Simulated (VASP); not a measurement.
Given:

```yaml
crystal:
  lattice:
    - [4.18201, 0.00000, 0.00000]
    - [-2.09101, 3.62173, 0.00000]
    - [0.00000, 0.00000, 5.73800]
  atoms:
    - { symbol: Te, position: [0.32786, 0.67168, 0.24168] }
    - { symbol: Te, position: [0.67485, 0.32971, 0.75134] }
    - { symbol: Pd, position: [0.99986, 0.99754, 0.00645] }
    - { symbol: Pd, position: [0.99743, 0.00107, 0.50053] }
```

Calculation: PBEsol GGA, VASP's PBE PAW potentials (set 64) (plane waves; VASP). Numerical set-up: 300 eV cut-off, 5×5×3 Γ-centred mesh, Fermi-Dirac smearing of 0.050 eV, potentials Te Pd.

At this cut-off the stress carries a Pulay error, which pulls relaxed volumes low.

Q: Give the force on each atom (eV/Å).

A: 
```csv
atom,Fx,Fy,Fz
Te1,0.161,-0.101,0.284
Te2,-0.192,0.061,-0.074
Pd3,-0.020,0.044,-0.287
Pd4,0.050,-0.003,0.077
```

Q: Give the stress tensor in GPa (positive for a compressed cell).

A: 
```
-2.89  -0.32   0.03
-0.32  -3.23  -0.03
 0.03  -0.03  -4.39
```
The pressure is its mean diagonal, -3.50 GPa.

The structure comes from a computed database's TePd entry; how it stands against other phases isn't given here. The cell was not relaxed at this level, atoms are displaced from their ideal sites. The k-mesh is coarse (spacing up to 0.37 per Å, 2π included), so the numbers may not be converged in it.
